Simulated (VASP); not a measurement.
# BaNd (P-6m2) in VASP: single point with PBE

Aim: the single point of BaNd with PBE.

All numbers are computed with VASP 6.6.1; they aren't measurements. Logs are shortened: lines on timing, memory, paths and dates and some standing lists are left out, and cuts for length are marked.

## Step 1: The structure

The structure is hexagonal, space group P-6m2 (No. 187). Conventional cell: a = 3.963 Å, b = 3.963 Å, c = 6.584 Å, α = 90.00°, β = 90.00°, γ = 120.00°. Nd (site symmetry -6m2) is surrounded by 6 Nd at 3.96 Å and 6 Ba at 4.01 Å. Ba (site symmetry -6m2) is surrounded by 6 Ba at 3.96 Å and 6 Nd at 4.01 Å.

The cell comes from a database or a generator and needn't be the stable form of this composition.

## Step 2: Single point, PBE, collinear spin, ferromagnetic start

The input, run.py:

```python
from ase.calculators.vasp import Vasp
from ase.dft.bandgap import bandgap
from ase.spacegroup import crystal

atoms = crystal(
    ['Nd', 'Ba'],
    basis=[[0.6666666667, 0.3333333333, 0.0], [0.0, 0.0, 0.5]],
    spacegroup=187,
    setting=1,
    cellpar=[3.96331794, 3.96331794, 6.583923, 90.0, 90.0, 120.0],
    primitive_cell=True,
)
atoms.set_initial_magnetic_moments([3.0, 0.0])
calc = Vasp(
    directory='calc',
    xc='pbe',
    pp='PBE',
    setups='minimal',
    prec='Accurate',
    encut=500,
    ediff=1e-06,
    ismear=0,
    sigma=0.02,
    lreal=False,
    lasph=True,
    nelm=150,
    algo='Normal',
    isif=2,
    lwave=False,
    lcharg=False,
    ispin=2,
    lorbit=11,
    lmaxmix=6,
    kpts=[8, 8, 4],
    gamma=True,
    nbands=23,
)
atoms.calc = calc

print('energy (eV):', atoms.get_potential_energy())
print('free energy (eV):', atoms.get_potential_energy(force_consistent=True))
print('forces (eV/A):')
print(atoms.get_forces())
print('stress (eV/A^3, Voigt):', atoms.get_stress())
print('Fermi level (eV):', calc.get_fermi_level())
print('moment (muB):', atoms.get_magnetic_moment())
print('site moments (muB):', atoms.get_magnetic_moments())
gap, top, bottom = bandgap(calc)
print('band gap (eV):', gap, 'from (spin, k, band)', top, 'to', bottom)
```

Potentials or basis: VASP PAW PBE potentials, release 64 (Nd, Ba_sv).

Launch:

```console
python run.py
```

What it wrote:

```text
energy (eV): -8.00193636
free energy (eV): -8.00240154
forces (eV/A):
[[ 0.  0.  0.]
 [-0.  0.  0.]]
stress (eV/A^3, Voigt): [-0.00697424 -0.00697424 -0.00641349  0.         -0.         -0.        ]
Fermi level (eV): 3.13867767
moment (muB): 3.9800861
site moments (muB): [ 3.389 -0.01 ]
band gap (eV): 0.0 from (spin, k, band) (None, None, None) to (None, None, None)
```

OUTCAR:

```text
ENCUT = 500.000000
   EDIFF = 1.00e-06
   GGA = PE
   PREC = Accurate
   ISIF = 2
   ISMEAR = 0
   ISPIN = 2
   LORBIT = 11
   NELM = 150
   LASPH = .TRUE.
   LREAL = .FALSE.

 ion  position               nearest neighbor table
   1  0.667  0.333  0.000-   2 4.01   2 4.01   2 4.01   2 4.01   2 4.01   2 4.01
   2  0.000  0.000  0.500-   1 4.01   1 4.01   1 4.01   1 4.01   1 4.01   1 4.01

  LATTYP: Found a hexagonal cell.
 ALAT       =     3.9633179400
 C/A-ratio  =     1.6612149466

  Lattice vectors:

 A1 = (   3.9633179400,   0.0000000000,   0.0000000000)
 A2 = (  -1.9816589700,   3.4323340193,   0.0000000000)
 A3 = (   0.0000000000,   0.0000000000,   6.5839230000)

Analysis of symmetry for initial positions (statically):
=====================================================================
 Subroutine PRICEL returns:
 Original cell was already a primitive cell.

 Routine SETGRP: Setting up the symmetry group for a
 hexagonal supercell.

 Subroutine GETGRP returns: Found 12 space group operations
 (whereof 12 operations were pure point group operations)
 out of a pool of 24 trial point group operations.

The static configuration has the point symmetry D_3h.

Analysis of symmetry for dynamics (positions and initial velocities):
=====================================================================
 Subroutine PRICEL returns:
 Original cell was already a primitive cell.

 Routine SETGRP: Setting up the symmetry group for a
 hexagonal supercell.

 Subroutine GETGRP returns: Found 12 space group operations
 (whereof 12 operations were pure point group operations)
 out of a pool of 24 trial point group operations.

The dynamic configuration has the point symmetry D_3h.

Analysis of structural, dynamic, and magnetic symmetry:
=====================================================================
 Subroutine PRICEL returns:
 Original cell was already a primitive cell.

 Routine SETGRP: Setting up the symmetry group for a
 hexagonal supercell.

 Subroutine GETGRP returns: Found 12 space group operations
 (whereof 12 operations were pure point group operations)
 out of a pool of 24 trial point group operations.

The overall configuration has the point symmetry D_3h.

 Subroutine INISYM returns: Found 12 space group operations
 (whereof 12 operations are pure point group operations),
 and found     1 'primitive' translations

----------------------------------------------------------------------------------------

                                     Primitive cell

  volume of cell :      89.5639

  direct lattice vectors                    reciprocal lattice vectors
     3.963317940  0.000000000  0.000000000     0.252313848  0.145673468  0.000000000
    -1.981658970  3.432334019  0.000000000     0.000000000  0.291346936  0.000000000
     0.000000000  0.000000000  6.583923000     0.000000000  0.000000000  0.151885130

  length of vectors
     3.963317940  3.963317940  6.583923000     0.291346936  0.291346936  0.151885130

  position of ions in fractional coordinates (direct lattice)
     0.666666667  0.333333333  0.000000000
     0.000000000  0.000000000  0.500000000

  ion indices of the primitive-cell ions
   primitive index   ion index
                 1           1
                 2           2

----------------------------------------------------------------------------------------

 KPOINTS: KPOINTS created by Atomic Simulation Env

Automatic generation of k-mesh.
 Grid dimensions read from file:
 generate k-points for:    8    8    4

 Generating k-lattice:

  Cartesian coordinates                     Fractional coordinates (reciprocal lattice)
     0.031539231  0.018209184  0.000000000     0.125000000 -0.000000000  0.000000000
     0.000000000  0.036418367  0.000000000     0.000000000  0.125000000  0.000000000
     0.000000000  0.000000000  0.037971282     0.000000000  0.000000000  0.250000000

  Length of vectors
     0.036418367  0.036418367  0.037971282

  Shift w.r.t. Gamma in fractional coordinates (k-lattice)
     0.000000000  0.000000000  0.000000000

 Subroutine IBZKPT returns following result:
 ===========================================

 Found     30 irreducible k-points:

 Following reciprocal coordinates:
            Coordinates               Weight
  0.000000  0.000000  0.000000      1.000000
  0.125000  0.000000  0.000000      6.000000
  0.250000  0.000000  0.000000      6.000000
  0.375000  0.000000  0.000000      6.000000
  0.500000  0.000000  0.000000      3.000000
  0.125000  0.125000  0.000000      6.000000
[... 16 lines left out ...]
  0.250000  0.000000  0.500000      6.000000
  0.375000  0.000000  0.500000      6.000000
 [... further k-points ...]
   k-points           NKPTS =     30   k-points in BZ     NKDIM =     30   number of bands    NBANDS=     23
   number of dos      NEDOS =    301   number of ions     NIONS =      2
   total plane-waves  NPLWV =  43200
   dimension x,y,z NGX =    30 NGY =   30 NGZ =   48
   dimension x,y,z NGXF=    60 NGYF=   60 NGZF=   96
   ions per type =               1   1
   NGX,Y,Z   is equivalent  to a cutoff of  12.58, 12.58, 12.12 a.u.
   NGXF,Y,Z  is equivalent  to a cutoff of  25.17, 25.17, 24.24 a.u.
 SYSTEM =  unknown system
   PREC   = accura    normal or accurate (medium, high low for compatibility)
   ISTART =      0    job   : 0-new  1-cont  2-samecut
   ICHARG =      2    charge: 1-file 2-atom 10-const
   ISPIN  =      2    spin polarized calculation?
   LNONCOLLINEAR =      F non collinear calculations
   LSORBIT =      F    spin-orbit coupling
   LASPH  =      T    aspherical Exc in radial PAW
   ENCUT  =  500.0 eV  36.75 Ry    6.06 a.u.   7.23  7.23 12.00*2*pi/ulx,y,z
   NELM   =    150;   NELMIN=  2; NELMDL= -5     # of ELM steps
   EDIFF  = 0.1E-05   stopping-criterion for ELM
   LREAL  =      F    real-space projection
   EDIFFG = 0.1E-04   stopping-criterion for IOM
   NSW    =      0    number of steps for IOM
   IBRION =     -1    ionic relax: 0-MD 1-quasi-New 2-CG
   NFREE  =      0    steps in history (QN), initial steepest desc. (CG)
   ISIF   =      2    stress and relaxation
   ISYM   =      2    0-nonsym 1-usesym 2-fastsym
   POTIM  = 0.5000    time-step for ionic-motion
   TEBEG  =    0.0;   TEEND  =   0.0 temperature during run
   PSTRESS=    0.0 pullay stress
   NELECT =      24.0000    total number of electrons
   NUPDOWN=      -1.0000    fix difference up-down
   EMIN   =  10.00;   EMAX   =-10.00  energy-range for DOS
   EFERMI =   0.00;   METHOD = LEGACY
   ISMEAR =     0;   SIGMA  =   0.02  broadening in eV -4-tet -1-fermi 0-gaus
   EFERMI_NEDOS =   21; number of points for ismear=-14 and -15
   IALGO  =     38    algorithm
   IMIX   =      4    mixing-type and parameters
     AMIX     =   0.40;   BMIX     =  1.00
     AMIX_MAG =   1.60;   BMIX_MAG =  1.00
  volume/ion in A,a.u.               =      44.78       302.20
  Fermi-wavevector in a.u.,A,eV,Ry     =   1.055442  1.994495 15.156303  1.113957
  Thomas-Fermi vector in A             =   2.190640
   LORBIT       =     11    0 simple, 1 ext, 2 COOP (PROOUT), +10 PAW based schemes
   GGA     = PE    functional components
   LHFCALC =     F    Hartree Fock is set to
   AEXX    =    0.0000 exact exchange contribution
   IVDW    =     0    specifies the selected vdW correction
   LEPSILON=     F    determine dielectric tensor
   LRPA    =     F    only Hartree local field effects (RPA)
 spin polarized calculation
 Gauss-broadening in eV      SIGMA  =   0.02
  energy-cutoff  :      500.00
  volume of cell :       89.56
 maximum number of plane-waves:      2289
 NGX is ok and might be reduce to    30
   NGX = 15   NGY = 15   NGZ = 25

 number of electron      23.9999999 magnetization       3.9800861

 Free energy of the ion-electron system (eV)
  ---------------------------------------------------
  ext. energy  EPLUGINS =         0.00000000
  ---------------------------------------------------
  free energy    TOTEN  =        -8.00240154 eV

  energy without entropy =       -8.00147117  energy(sigma->0) =       -8.00193636

 E-fermi :   3.1387     XC(G=0):  -8.6688

 val. band max:        3.1272126517   @ k =   0.3750   0.1250   0.0000
 cond. band min:       3.1547155371   @ k =   0.2500   0.2500   0.0000
 fundamental gap:      0.0275028854
 Fermi energy:         3.1386776689

 spin component 1

 k-point     1 :       0.0000    0.0000    0.0000
  band No.  band energies     occupation
      1     -34.3801      1.00000
      2     -25.1988      1.00000
      3     -15.7705      1.00000
      4     -15.4256      1.00000
      5     -15.4256      1.00000
      6     -10.4494      1.00000
[... 613 lines left out ...]
     22       5.6234      0.00000
     23       6.4095      0.00000

 [... further k-points ...]

 spin component 2

 k-point     1 :       0.0000    0.0000    0.0000
  band No.  band energies     occupation
      1     -32.7314      1.00000
      2     -25.2056      1.00000
      3     -14.5634      1.00000
      4     -14.1255      1.00000
      5     -14.1255      1.00000
      6     -10.4165      1.00000
[... 613 lines left out ...]
     22       6.3034      0.00000
     23       6.7404      0.00000

 [... further k-points ...]

------------------------ aborting loop because EDIFF is reached ----------------------------------------

  FORCE on cell =-STRESS in cart. coord.  units (eV):
  Direction    XX          YY          ZZ          XY          YZ          ZX
  --------------------------------------------------------------------------------------
  -------------------------------------------------------------------------------------
  Total        0.6246404      0.6246404      0.5744173      0.0000000     -0.0000000      0.0000000
  in kB       11.1739695     11.1739695     10.2755458      0.0000000     -0.0000000      0.0000000
  external PRESSURE =      10.8744949 kB  Pullay stress =       0.0000000 kB

 VOLUME and BASIS-vectors are now :
 -----------------------------------------------------------------------------
  energy-cutoff  :      500.00
  volume of cell :       89.56
      direct lattice vectors                 reciprocal lattice vectors
     3.963317940  0.000000000  0.000000000     0.252313848  0.145673468  0.000000000
    -1.981658970  3.432334019  0.000000000     0.000000000  0.291346936  0.000000000
     0.000000000  0.000000000  6.583923000     0.000000000  0.000000000  0.151885130

 POSITION                                       TOTAL-FORCE (eV/Angst)
 -----------------------------------------------------------------------------------
      1.98166      1.14411      0.00000         0.000000      0.000000      0.000000
      0.00000      0.00000      3.29196        -0.000000      0.000000      0.000000
 -----------------------------------------------------------------------------------
    total drift:                               -0.000000      0.000000      0.000000

  FREE ENERGIE OF THE ION-ELECTRON SYSTEM (eV)
  ---------------------------------------------------
  free  energy   TOTEN  =        -8.0024015438 eV

  energy  without entropy=       -8.0014711737  energy(sigma->0) =       -8.00193636

 total charge

# of ion       s       p       d       f       tot
--------------------------------------------------
    1        2.025   5.428   0.397   3.391  11.241
    2        2.082   5.512   0.429   0.000   8.023
--------------------------------------------------
tot          4.107  10.940   0.826   3.391  19.264

 magnetization (x)

# of ion       s       p       d       f       tot
--------------------------------------------------
    1       -0.008  -0.110   0.128   3.380   3.389
    2       -0.002   0.004  -0.012   0.000  -0.010
--------------------------------------------------
tot         -0.011  -0.106   0.116   3.380   3.379
```

INCAR:

```text
ENCUT = 500.000000
SIGMA = 0.020000
EDIFF = 1.00e-06
ALGO = Normal
GGA = PE
PREC = Accurate
ISIF = 2
ISMEAR = 0
ISPIN = 2
LMAXMIX = 6
LORBIT = 11
NBANDS = 23
NELM = 150
LASPH = .TRUE.
LCHARG = .FALSE.
LWAVE = .FALSE.
LREAL = .FALSE.
MAGMOM = 1*3.0000 1*0.0000
```

It took 2.8 min on 1 thread of Intel Xeon 6975P-C (Granite Rapids), shared host; peak memory 0.3 GiB.

What came out:

- Free energy: -8.0024 eV
- Pressure: 1.1 GPa
- Band gap on the k mesh: none (metal or under the smearing width)
- Net moment: 3.98 μB per cell
- Site moments: Nd +3.39; Ba -0.01 μB
- Valence electrons inside the program's atomic spheres: Nd 11.24; Ba 8.02

Levels at points of the mesh, in eV from the Fermi level:
Spin up:
```
           k point  band 11  band 12  band 13  band 14  band 15  band 16  band 17  band 18
(0.00, 0.00, 0.00)    -0.62    -0.39    -0.12    -0.12     0.59     0.59     0.83     1.55
(0.50, 0.00, 0.00)    -0.76    -0.52    -0.20    -0.12    -0.03     0.49     0.57     0.65
(0.00, 0.00, 0.50)    -0.68    -0.40    -0.11    -0.11     0.61     0.61     0.79     0.83
(0.50, 0.00, 0.50)    -0.57    -0.22    -0.21    -0.07    -0.03     0.35     0.50     0.55
```
Spin down:
```tsv
k point	band 6	band 7	band 8	band 9	band 10	band 11	band 12	band 13	band 14	band 15
(0.00, 0.00, 0.00)	-13.56	-13.09	-13.09	-3.09	-1.13	1.75	1.84	1.91	1.91	2.23
(0.50, 0.00, 0.00)	-14.12	-13.43	-13.32	-0.83	-0.60	-0.45	1.16	1.73	1.97	1.98
(0.00, 0.00, 0.50)	-13.63	-13.09	-13.09	-1.97	-1.75	1.09	1.18	2.04	2.04	2.06
(0.50, 0.00, 0.50)	-14.10	-13.42	-13.33	-1.13	-0.92	0.41	0.45	1.97	1.99	2.06
```

Caveat: the magnetic or orbital state may not be the lowest; spin-orbit coupling is left out, which moves the levels of the heavy elements; without U or exact exchange the open f shell lies at the Fermi level, which spoils levels, moments and volumes. The state reached can hang on the start; a lower one may exist.
